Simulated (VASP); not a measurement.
Given:

CSi is taken in the cubic space group F-43m (No. 216), the zinc blende structure, Pearson symbol cF8. Lattice parameters: a = b = c = 4.381 Å, α = β = γ = 90.00°. Si on 4a is coordinated by 4 C at 1.897 Å (tetrahedral). C on 4d is coordinated by 4 Si at 1.897 Å (tetrahedral). (Neighbours: up to the widest gap in distance over summed covalent radii, below 1.35, at either atom.)
(The calculation used a cell of 2 atoms; values per cell refer to that cell.)

Calculation: optB88-vdW, VASP's PBE PAW potentials (set 64) (plane waves; VASP). Run with 520 eV cut-off, 10×10×10 Γ-centred mesh, Gaussian smearing of 0.050 eV, potentials Si C.

**Question.** Give the energy at these volumes per atom, relative to the lowest: 9.88, 10.19, 10.51, 10.83, 11.14 Å³.

**Answer.** 27.7, 6.6, 0.0, 5.9, 22.5 meV/atom. A third-order Birch-Murnaghan fit gives B0 = 211 GPa and B0′ = 3.9.

Measured: bulk modulus 229 GPa at 0 K (computed value off by -8.0 %), as given by Daniel Mejia-Rodriguez et al., Physical Review B (2018), arXiv:1807.09216 [0 K value with the zero-point phonon effect removed]; a 4.346 Å at 0 K (computed value off by +0.8 %), as given by Daniel Mejia-Rodriguez et al., Physical Review B (2018), arXiv:1807.09216 [static lattice: zero-point anharmonic expansion removed].

The compound is SiC in the zinc blende structure. It was relaxed first.
